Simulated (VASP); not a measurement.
These are PBEsol GGA, VASP's PBE PAW potentials (set 64) (plane waves; VASP) values and carry that method's errors.

VASP input:

### INCAR
```
SYSTEM = CdSe
PREC = Normal; ENCUT = 400; LREAL = F
LASPH = T
EDIFF = 1E-5; NELM = 100; NELMIN = 4
ALGO = Fast; LMAXMIX = 4
ISMEAR = 0; SIGMA = 0.05
GGA = PS
IBRION = 2; NSW = 20; ISIF = 2
EDIFFG = -0.03
LWAVE = F; LCHARG = F
```

### KPOINTS
```
Automatic mesh
0
Gamma
8 8 8
0 0 0
```

### POSCAR
```
CdSe
1
    0.0000000000     3.0465587006     3.0465587006
    3.0465587006     0.0000000000     3.0465587006
    3.0465587006     3.0465587006     0.0000000000
Cd Se
1 1
Direct
  0.0000000000   0.0000000000   0.0000000000
  0.7500000000   0.7500000000   0.7500000000
```

POTCAR, in this order: Cd Se (PBE.64 set). Program: vasp_std.

The resulting files:

File OSZICAR:
```
       N       E                     dE             d eps       ncg     rms          rms(c)
DAV:   1     0.900151072487E+02    0.90015E+02   -0.78141E+03   786   0.993E+02
DAV:   2    -0.281874034648E+01   -0.92834E+02   -0.89438E+02   879   0.264E+02
DAV:   3    -0.653938395572E+01   -0.37206E+01   -0.37144E+01   879   0.544E+01
DAV:   4    -0.655625398699E+01   -0.16870E-01   -0.16869E-01   849   0.365E+00
DAV:   5    -0.655635834949E+01   -0.10436E-03   -0.10436E-03   859   0.261E-01    0.621E+00
RMM:   6    -0.620160725456E+01    0.35475E+00   -0.65893E-01   754   0.635E+00    0.501E+00
RMM:   7    -0.617802590266E+01    0.23581E-01   -0.15358E-01   754   0.229E+00    0.194E+00
RMM:   8    -0.617569366729E+01    0.23322E-02   -0.62907E-03   754   0.817E-01    0.557E-01
RMM:   9    -0.617565235794E+01    0.41309E-04   -0.13939E-03   754   0.331E-01    0.127E-01
RMM:  10    -0.617566611527E+01   -0.13757E-04   -0.10513E-04   754   0.107E-01    0.397E-02
RMM:  11    -0.617568776056E+01   -0.21645E-04   -0.37725E-05   591   0.537E-02    0.198E-02
RMM:  12    -0.617568834783E+01   -0.58727E-06   -0.38951E-06   486   0.168E-02
   1 F= -.61756883E+01 E0= -.61756883E+01  d E =-.617569E+01
```

OUTCAR:
```
------------------------ aborting loop because EDIFF is reached ----------------------------------------
  FORCE on cell =-STRESS in cart. coord.  units (eV):
  Direction    XX          YY          ZZ          XY          YZ          ZX
  --------------------------------------------------------------------------------------
  Total       -0.1155362     -0.1155362     -0.1155362      0.0000000      0.0000000      0.0000000
  in kB       -3.2731813     -3.2731813     -3.2731813      0.0000000      0.0000000      0.0000000
  external PRESSURE =      -3.2731813 kB  Pullay stress =       0.0000000 kB
  volume of cell :       56.55
      direct lattice vectors                 reciprocal lattice vectors
     0.000000000  3.046558701  3.046558701    -0.164119602  0.164119602  0.164119602
     3.046558701  0.000000000  3.046558701     0.164119602 -0.164119602  0.164119602
     3.046558701  3.046558701  0.000000000     0.164119602  0.164119602 -0.164119602
  FREE ENERGIE OF THE ION-ELECTRON SYSTEM (eV)
  ---------------------------------------------------
  free  energy   TOTEN  =        -6.1756883478 eV

  energy  without entropy=       -6.1756883478  energy(sigma->0) =       -6.17568835

 reached required accuracy - stopping structural energy minimisation
```
(Selected blocks of OUTCAR.)

### OUTCAR
```
 val. band max:        0.7710675321   @ k =   0.0000   0.0000   0.0000

 cond. band min:       1.2412322079   @ k =   0.0000   0.0000   0.0000


 Fermi energy:         1.0212899688

 k-point     1 :       0.0000    0.0000    0.0000
  band No.  band energies     occupation
      1     -11.8240      2.00000
      2      -7.1218      2.00000
      3      -7.1218      2.00000
      4      -7.1218      2.00000
      5      -6.7461      2.00000
      6      -6.7461      2.00000
      7       0.7711      2.00000
      8       0.7711      2.00000
      9       0.7711      2.00000
     10       1.2412      0.00000
     11       6.6245      0.00000
     12       6.6245      0.00000
     13       6.6245      0.00000

 k-point     2 :       0.1250    0.0000    0.0000
  band No.  band energies     occupation
      1     -11.7700      2.00000
      2      -7.1051      2.00000
      3      -7.1051      2.00000
      4      -7.0754      2.00000
      5      -6.7475      2.00000
      6      -6.7475      2.00000
      7      -0.4778      2.00000
      8       0.6447      2.00000
      9       0.6447      2.00000
     10       2.2771      0.00000
     11       6.4006      0.00000
     12       6.8282      0.00000
     13       6.8282      0.00000

 k-point     3 :       0.2500    0.0000    0.0000
  band No.  band energies     occupation
      1     -11.6380      2.00000
      2      -7.0676      2.00000
      3      -7.0676      2.00000
      4      -6.9152      2.00000
      5      -6.7449      2.00000
      6      -6.7449      2.00000
      7      -1.9298      2.00000
      8       0.3665      2.00000
      9       0.3665      2.00000
     10       2.9622      0.00000
     11       6.6219      0.00000
     12       7.1441      0.00000
     13       7.1441      0.00000

 k-point     4 :       0.3750    0.0000    0.0000
  band No.  band energies     occupation
      1     -11.5040      2.00000
      2      -7.0379      2.00000
      3      -7.0379      2.00000
...
```

The compound is CdSe in the zinc blende structure, whereas wurtzite is the usual form. It was relaxed first.
